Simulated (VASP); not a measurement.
# Driving VASP from ASE on SnO2 (Cassiterite), part 2 of 3

Do ASE scripts that read SnO2 (Cassiterite) from different structure formats give one answer, and do several routes find one equilibrium volume? All runs use LDA. Left out of this account: at least 1 further run (self-consistent run: a reference on another mesh). The start is a cell from a database of measured crystal structures.

VASP 6.6.1; LDA; plane waves and PAW (Sn_d, O).

So far. Step 2 (Total energy, forces and stress (LDA, through ASE)): The pressure is 0.32 GPa and the largest force 0.181 eV/Å, so the cell is not at a minimum at these settings. Step 3 (A single point (LDA, through ASE)): The energy lies -0.02 meV an atom from the first script, on another mesh.

### 4. Full relaxation (LDA, through ASE)

Properties are meant for the cell that this level of theory prefers, so cell and atoms are relaxed first (ISIF = 3) until forces and stress are small; EDIFFG sets the threshold.

Input file run.py:

```python
import numpy as np
from ase.calculators.vasp import Vasp
from ase import Atoms

atoms = Atoms(['Sn', 'Sn', 'O', 'O', 'O', 'O'],
              cell=[[4.738, 0.0, 0.0], [0.0, 4.738, 0.0], [0.0, 0.0, 3.1865]],
              scaled_positions=[[0.0, 0.0, 0.0], [0.5, 0.5, 0.5], [0.3071, 0.3071, 0.0], [0.1929, 0.8071, 0.5], [0.6929, 0.6929, 0.0], [0.8071, 0.1929, 0.5]],
              pbc=True)

calc = Vasp(
    xc='lda',
    pp='LDA',
    prec='Accurate',
    encut=520,
    ediff=1e-06,
    nelm=100,
    ismear=-1,
    sigma=0.05,
    lreal=False,
    algo='Normal',
    nbands=32,
    lorbit=11,
    lwave=False,
    lcharg=False,
    kpar=4,
    ibrion=2,
    nsw=60,
    isif=3,
    ediffg=-0.01,
    pp_version='64',
    setups={'Sn': '_d', 'O': ''},
    kpts=(5, 5, 8),
    gamma=True,
    txt='vasp.out',
)
atoms.calc = calc

print("energy (eV):", round(atoms.get_potential_energy(), 6))
print("Fermi level (eV):", round(calc.get_fermi_level(), 4))
print("forces (eV/A):")
print(np.round(atoms.get_forces(), 4))
print("stress (GPa, Voigt, tension positive):", np.round(atoms.get_stress() * 160.21766, 3))
print("cell (A, degrees):", np.round(atoms.cell.cellpar(), 4))
print("volume (A^3):", round(atoms.get_volume(), 4))
print("positions:")
print(np.round(atoms.get_scaled_positions(), 5))
```

Potentials, in the order of the species: Sn_d and O (LDA family, release 64).

Run with:

```bash
> export ASE_VASP_COMMAND="mpirun -np 4 vasp_std"
> python run.py
```

Log:

```text
energy (eV): -42.281578
Fermi level (eV): 6.4508
forces (eV/A):
[[ 0.      0.     -0.    ]
 [ 0.      0.     -0.    ]
 [ 0.0038  0.0038  0.    ]
 [-0.0038  0.0038  0.    ]
 [-0.0038 -0.0038 -0.    ]
 [ 0.0038 -0.0038 -0.    ]]
stress (GPa, Voigt, tension positive): [ 0.042  0.042 -0.05  -0.    -0.    -0.   ]
cell (A, degrees): [ 4.7298  4.7298  3.196  90.     90.     90.    ]
volume (A^3): 71.4963
positions:
[[0.      0.      0.     ]
 [0.5     0.5     0.5    ]
 [0.30601 0.30601 0.     ]
 [0.19399 0.80601 0.5    ]
 [0.69399 0.69399 0.     ]
 [0.80601 0.19399 0.5    ]]
```

It took 21 s on 4 MPI ranks of Intel Xeon 6975P-C (Granite Rapids), shared host; peak memory 0.72 GiB.

The INCAR that ASE wrote:

```
ENCUT = 520.000000
SIGMA = 0.050000
EDIFF = 1.00e-06
EDIFFG = -1.00e-02
ALGO = Normal
PREC = Accurate
IBRION = 2
ISIF = 3
ISMEAR = -1
KPAR = 4
LORBIT = 11
NBANDS = 32
NELM = 100
NSW = 60
LCHARG = .FALSE.
LWAVE = .FALSE.
LREAL = .FALSE.
```

The KPOINTS that ASE wrote:

```
KPOINTS created by Atomic Simulation Environment
0
Gamma
5 5 8
0 0 0
```

vasp.out:

```text
[... set-up lines as in an earlier step ...]
 entering main loop
       N       E                     dE             d eps       ncg     rms          rms(c)
[... 14 cycles as in an earlier step ...]
   1 F= -.42277906E+02 E0= -.42277906E+02  d E =-.422779E+02
 curvature:   0.00 expect dE= 0.000E+00 dE for cont linesearch  0.000E+00
 trial: gam= 0.00000 g(F)=  0.631E-02 g(S)=  0.305E-02 ort = 0.000E+00 (trialstep = 0.100E+01)
 search vector abs. value=  0.936E-02
 bond charge predicted
       N       E                     dE             d eps       ncg     rms          rms(c)
DAV:   1    -0.422851897232E+02   -0.72835E-02   -0.22477E+00  1920   0.114E+01    0.690E-01
DAV:   2    -0.422844908612E+02    0.69886E-03   -0.91383E-02  2368   0.246E+00    0.348E-01
DAV:   3    -0.422807666035E+02    0.37243E-02   -0.69489E-03  2432   0.105E+00    0.108E-01
DAV:   4    -0.422805615591E+02    0.20504E-03   -0.17416E-03  2920   0.386E-01    0.319E-02
DAV:   5    -0.422805514525E+02    0.10107E-04   -0.12987E-04  2544   0.926E-02    0.139E-02
DAV:   6    -0.422805490255E+02    0.24270E-05   -0.11027E-05  2760   0.409E-02    0.472E-03
DAV:   7    -0.422805488764E+02    0.14914E-06   -0.16416E-06  1568   0.130E-02
   2 F= -.42280549E+02 E0= -.42280549E+02  d E =-.264254E-02
[...]
3 F= -.42281150E+02 E0= -.42281150E+02  d E =-.324354E-02
[...]
4 F= -.42281323E+02 E0= -.42281323E+02  d E =-.172811E-03
 trial-energy change:   -0.000173  1 .order   -0.000187   -0.001528    0.001154
 step:   0.5279(harm=  0.5352)  dis= 0.00086  next Energy=   -42.281577 (dE=-0.427E-03)
 bond charge predicted
       N       E                     dE             d eps       ncg     rms          rms(c)
DAV:   1    -0.422836555707E+02   -0.23327E-02   -0.76132E-02  2504   0.379E+00    0.305E-01
DAV:   2    -0.422819792848E+02    0.16763E-02   -0.51986E-03  2752   0.840E-01    0.113E-01
DAV:   3    -0.422816169225E+02    0.36236E-03   -0.82053E-04  2808   0.602E-01    0.312E-02
DAV:   4    -0.422815786873E+02    0.38235E-04   -0.14229E-04  3000   0.234E-01    0.882E-03
DAV:   5    -0.422815786808E+02    0.64465E-08   -0.39187E-05  2360   0.503E-02    0.363E-03
DAV:   6    -0.422815776810E+02    0.99983E-06   -0.14157E-06  1424   0.123E-02
   5 F= -.42281578E+02 E0= -.42281578E+02  d E =-.427798E-03
 curvature:  -0.31 expect dE=-0.478E-05 dE for cont linesearch -0.704E-07
 trial: gam=-0.00901 g(F)=  0.564E-05 g(S)=  0.960E-05 ort = 0.207E-04 (trialstep = 0.857E+00)
 search vector abs. value=  0.150E-04
 reached required accuracy - stopping structural energy minimisation
```

OUTCAR, selected parts (step 4):

```text
 Found     30 irreducible k-points:

   NELECT =      52.0000    total number of electrons

 E-fermi :   6.4508

 k-point     1 :       0.0000    0.0000    0.0000
  band No.  band energies     occupation
    ...
     22       4.5949      2.00000
     23       4.5949      2.00000
     24       5.0719      2.00000
     25       5.0719      2.00000
     26       5.8768      1.99998
     27       7.0134      0.00003
     28      11.7931      0.00000
     29      11.9238      0.00000
     30      11.9238      0.00000
     31      15.9639      0.00000
    ...

 k-point     2 :       0.2000    0.0000    0.0000
  band No.  band energies     occupation
    ...
     22       4.3490      2.00000
     23       4.6046      2.00000
     24       4.6248      2.00000
     25       5.1003      2.00000
     26       5.6741      2.00000
     27       7.9487      0.00000
     28      11.5042      0.00000
     29      12.0966      0.00000
     30      12.2503      0.00000
     31      16.3445      0.00000
    ...

  Total       -0.0185305     -0.0185305      0.0225269      0.0000000      0.0000000      0.0000000
  in kB       -0.4152553     -0.4152553      0.5048118      0.0000000      0.0000000      0.0000000
  external PRESSURE =      -0.1085663 kB  Pullay stress =       0.0000000 kB

  energy-cutoff  :      520.00
  volume of cell :       71.50
      direct lattice vectors                 reciprocal lattice vectors
     4.729755207 -0.000000000  0.000000000     0.211427433  0.000000000  0.000000000
    -0.000000000  4.729755207  0.000000000     0.000000000  0.211427433  0.000000000
     0.000000000  0.000000000  3.195994035     0.000000000  0.000000000  0.312891698

 POSITION                                       TOTAL-FORCE (eV/Angst)
 -----------------------------------------------------------------------------------
     -0.00000      0.00000      0.00000         0.000000      0.000000     -0.000000
      2.36488      2.36488      1.59800         0.000000      0.000000     -0.000000
      1.44736      1.44736      0.00000         0.003823      0.003823      0.000000
      0.91752      3.81224      1.59800        -0.003823      0.003823      0.000000
      3.28240      3.28240      0.00000        -0.003823     -0.003823     -0.000000
      3.81224      0.91752      1.59800         0.003823     -0.003823     -0.000000
 -----------------------------------------------------------------------------------
    total drift:                                0.000000      0.000000      0.000000

  FREE ENERGIE OF THE ION-ELECTRON SYSTEM (eV)
  ---------------------------------------------------
  free  energy   TOTEN  =       -42.2815776810 eV

  energy  without entropy=      -42.2815775156  energy(sigma->0) =      -42.28157760

 reached required accuracy - stopping structural energy minimisation

 total charge
# of ion       s       p       d       tot
------------------------------------------
    1        0.894   1.124  10.389  12.407
    2        0.894   1.124  10.389  12.407
    3        1.549   3.493   0.000   5.042
    4        1.549   3.493   0.000   5.042
    5        1.549   3.493   0.000   5.042
    6        1.549   3.493   0.000   5.042
--------------------------------------------------
tot          7.984  16.222  20.777  44.983

[... 8 parts as in an earlier step ...]

[... 5 further parts left out ...]
```

CONTCAR:

```
Sn O
   1.00000000000000
     4.7297552070350974   -0.0000000000000000    0.0000000000000000
    -0.0000000000000000    4.7297552070350974    0.0000000000000000
     0.0000000000000000    0.0000000000000000    3.1959940348185940
  Sn              O
     2     4
Direct
     0.0000000000000000    0.0000000000000000    0.0000000000000000
     0.5000000000000000    0.5000000000000000    0.5000000000000000
     0.3060112717953664    0.3060112717953664    0.0000000000000000
     0.1939887282046336    0.8060112717953665    0.5000000000000000
     0.6939887282046335    0.6939887282046335    0.0000000000000000
     0.8060112717953665    0.1939887282046336    0.5000000000000000
```

The run keeps the 16 symmetry operations of its start, so it cannot find a distortion of lower symmetry.

Step by step:

```tsv
step	energy less that of the first step (eV)	largest force (eV/Å)	pressure (GPa)	volume (Å³)
1	0.0000	0.1808	0.32	71.53
2	-0.0026	0.0542	-0.92	71.78
3	-0.0032	0.0166	-0.56	71.70
4	-0.0034	0.0228	0.42	71.33
5	-0.0037	0.0054	-0.01	71.50
```

```tsv
conventional cell, symmetrised	before	after	change
a (Å)	4.738	4.730	-0.2 %
b (Å)	4.738	4.730	-0.2 %
c (Å)	3.187	3.196	+0.3 %
volume (Å³/atom)	11.92	11.92	-0.1 %
```

The relaxed structure:

```cif
data_structure
_symmetry_space_group_name_H-M 'P 1'
_symmetry_Int_Tables_number 1
_cell_length_a 4.7298
_cell_length_b 4.7298
_cell_length_c 3.1960
_cell_angle_alpha 90.000
_cell_angle_beta 90.000
_cell_angle_gamma 90.000
_cell_volume 71.50
loop_
_atom_site_label
_atom_site_type_symbol
_atom_site_fract_x
_atom_site_fract_y
_atom_site_fract_z
_atom_site_occupancy
Sn1 Sn 0.00000 0.00000 0.00000 1
Sn2 Sn 0.50000 0.50000 0.50000 1
O3 O 0.30601 0.30601 0.00000 1
O4 O 0.19399 0.80601 0.50000 1
O5 O 0.69399 0.69399 0.00000 1
O6 O 0.80601 0.19399 0.50000 1
```

Numbers from this step:

```yaml
irreducible_k_points: 30
fermi_energy: 6.451 eV
pressure: -0.01086 GPa
scf_cycles_over_all_ionic_steps: 40
gap_on_the_k_mesh: 1.137 eV
least_direct_gap_on_the_k_mesh: 1.137 eV
```

It ends with a largest force of 0.005 eV/Å and a pressure of -0.01 GPa.

### 5. Equation of state by an ASE loop (LDA)

An ASE loop scales the volume at fixed shape and fractional positions and fits the energies, which gives the bulk modulus of a clamped cell from energies alone.

Input file run.py:

```python
import numpy as np
from ase.calculators.vasp import Vasp
from ase.io import read
from ase.eos import EquationOfState
from ase.units import GPa

atoms = read('structure.vasp')

calc = Vasp(
    xc='lda',
    pp='LDA',
    prec='Accurate',
    encut=520,
    ediff=1e-06,
    nelm=100,
    ismear=-1,
    sigma=0.05,
    lreal=False,
    algo='Normal',
    nbands=32,
    lorbit=11,
    lwave=False,
    lcharg=False,
    kpar=4,
    isif=2,
    pp_version='64',
    setups={'Sn': '_d', 'O': ''},
    kpts=(5, 5, 8),
    gamma=True,
    txt='vasp.out',
)
atoms.calc = calc

cell, volumes, energies = atoms.get_cell(), [], []
for x in [0.94, 0.96, 0.98, 1.0, 1.02, 1.04, 1.06]:
    atoms.set_cell(cell * x ** (1 / 3), scale_atoms=True)
    volumes.append(atoms.get_volume())
    energies.append(atoms.get_potential_energy())
    print(f"{x:.2f}  V = {volumes[-1]:.4f} A^3  E = {energies[-1]:.6f} eV")
v0, e0, b0 = EquationOfState(volumes, energies, eos="birchmurnaghan").fit()
print(f"V0 = {v0:.4f} A^3  E0 = {e0:.6f} eV  B0 = {b0 / GPa:.2f} GPa")
```

Input file structure.vasp:

```
SnO2
1.0
    4.7380000000      0.0000000000      0.0000000000
    0.0000000000      4.7380000000      0.0000000000
    0.0000000000      0.0000000000      3.1865000000
Sn O
2 4
Direct
    0.0000000000      0.0000000000      0.0000000000
    0.5000000000      0.5000000000      0.5000000000
    0.3071000000      0.3071000000      0.0000000000
    0.1929000000      0.8071000000      0.5000000000
    0.6929000000      0.6929000000      0.0000000000
    0.8071000000      0.1929000000      0.5000000000
```

Log:

```text
0.94  V = 67.2406 A^3  E = -42.066453 eV
0.96  V = 68.6713 A^3  E = -42.184018 eV
0.98  V = 70.1020 A^3  E = -42.252702 eV
1.00  V = 71.5326 A^3  E = -42.277906 eV
1.02  V = 72.9633 A^3  E = -42.264249 eV
1.04  V = 74.3939 A^3  E = -42.216104 eV
1.06  V = 75.8246 A^3  E = -42.137149 eV
V0 = 71.7199 A^3  E0 = -42.278207 eV  B0 = 214.19 GPa
```

Elapsed: 56 s, on 4 MPI ranks; peak memory 0.71 GiB.

The INCAR that ASE wrote:

```
ENCUT = 520.000000
SIGMA = 0.050000
EDIFF = 1.00e-06
ALGO = Normal
PREC = Accurate
ISIF = 2
ISMEAR = -1
KPAR = 4
LORBIT = 11
NBANDS = 32
NELM = 100
LCHARG = .FALSE.
LWAVE = .FALSE.
LREAL = .FALSE.
```

ASE turned this into the KPOINTS:

```
KPOINTS created by Atomic Simulation Environment
0
Gamma
5 5 8
0 0 0
```

VASP's own log, vasp.out (the last of its runs):

```text
[banner, memory and clock lines left out]
running    4 mpi-ranks, on    1 nodes
 distrk:  each k-point on    1 cores,    4 groups
 distr:  one band on    1 cores,    1 groups

 POSCAR found type information on POSCAR SnO
 POSCAR found :  2 types and       6 ions
 LDA part: xc-table for (Slater(with rela. corr.)+CA(PZ))
 , standard interpolation
 POSCAR, INCAR and KPOINTS ok, starting setup
 FFT: planning ... GRIDC
 FFT: planning ... GRID_SOFT
 FFT: planning ... GRID
 WAVECAR not read
 WARNING: random wavefunctions but no delay for mixing, default for NELMDL
 entering main loop
       N       E                     dE             d eps       ncg     rms          rms(c)
DAV:   1     0.625435047339E+03    0.62544E+03   -0.26351E+04  2080   0.250E+03
DAV:   2     0.449793411715E+02   -0.58046E+03   -0.55639E+03  2200   0.655E+02
DAV:   3    -0.436129805426E+02   -0.88592E+02   -0.87485E+02  2200   0.216E+02
DAV:   4    -0.480048092283E+02   -0.43918E+01   -0.43716E+01  2296   0.533E+01
DAV:   5    -0.481465378521E+02   -0.14173E+00   -0.14169E+00  2400   0.973E+00    0.152E+01
DAV:   6    -0.422234359602E+02    0.59231E+01   -0.22349E+01  3104   0.709E+01    0.591E+00
DAV:   7    -0.422330085257E+02   -0.95726E-02   -0.19980E+00  2216   0.840E+00    0.315E+00
DAV:   8    -0.421541926218E+02    0.78816E-01   -0.32256E-01  2824   0.465E+00    0.758E-01
DAV:   9    -0.421368770648E+02    0.17316E-01   -0.62818E-02  2848   0.332E+00    0.118E-01
DAV:  10    -0.421371852980E+02   -0.30823E-03   -0.50549E-03  2816   0.643E-01    0.622E-02
DAV:  11    -0.421371728652E+02    0.12433E-04   -0.31765E-04  3096   0.216E-01    0.278E-02
DAV:  12    -0.421371744196E+02   -0.15544E-05   -0.21556E-05  2232   0.344E-02    0.192E-02
DAV:  13    -0.421371716352E+02    0.27844E-05   -0.13138E-05  2584   0.375E-02    0.114E-03
DAV:  14    -0.421371717162E+02   -0.81001E-07   -0.83072E-07  1464   0.680E-03
   1 F= -.42137172E+02 E0= -.42137149E+02  d E =-.451580E-04
```

OUTCAR, selected parts (step 5):

```text
   ENCUT  =  520.0 eV  38.22 Ry    6.18 a.u.   8.98  8.98  6.04*2*pi/ulx,y,z

   NELECT =      52.0000    total number of electrons

 E-fermi :   5.4551

 k-point     1 :       0.0000    0.0000    0.0000
  band No.  band energies     occupation
    ...
     22       3.8916      2.00000
     23       3.8916      2.00000
     24       4.4340      2.00000
     25       4.4340      2.00000
     26       5.1909      1.98990
     27       5.7039      0.01370
     28      10.5777      0.00000
     29      10.9658      0.00000
     30      10.9658      0.00000
     31      14.9663      0.00000
    ...

  Total       -4.7208322     -4.7208322     -5.6639787      0.0000000      0.0000000      0.0000000
  in kB      -99.7514572    -99.7514572   -119.6801971      0.0000000      0.0000000      0.0000000
  external PRESSURE =    -106.3943705 kB  Pullay stress =       0.0000000 kB

 POSITION                                       TOTAL-FORCE (eV/Angst)
 -----------------------------------------------------------------------------------
      0.00000      0.00000      0.00000         0.000000     -0.000000      0.000000
      2.41546      2.41546      1.62450         0.000000     -0.000000      0.000000
      1.48358      1.48358      0.00000         0.029948      0.029948     -0.000000
      0.93189      3.89904      1.62450        -0.029948      0.029948      0.000000
      3.34735      3.34735      0.00000        -0.029948     -0.029948      0.000000
      3.89904      0.93189      1.62450         0.029948     -0.029948      0.000000
 -----------------------------------------------------------------------------------
    total drift:                               -0.000000      0.000000      0.000000

  FREE ENERGIE OF THE ION-ELECTRON SYSTEM (eV)
  ---------------------------------------------------
  free  energy   TOTEN  =       -42.1371717162 eV

  energy  without entropy=      -42.1371265581  energy(sigma->0) =      -42.13714914

[... 5 parts as in an earlier step ...]

[... 11 further parts left out ...]
```

Numbers from this step:

```
bulk modulus                  : 214.2 GPa
equilibrium volume of the fit : 11.95 Å³/atom
```

The fit over cells of fixed shape and fractional positions puts the volume +0.31 % from the relaxed one.

[end of part 2 of 3]

[Lines on the potential files, build, host, timing and source positions are cut from VASP's logs without a mark.]

[Logs are printed without paths, hosts, clocks, repeated set-up lines and the standing remarks that a program may print on its own settings, such as how far it seeks lower states.]

[Hosts, paths, dates, database ids (printed as entryN), source tags and the programs' standing remarks are cut or masked in the printed files.]

[A measured line is paired with the nearest computed mode of its activity, which favours agreement.]

[In band tables of VASP the shares of atoms and orbitals are scaled to a sum of 1 inside the atoms' spheres.]
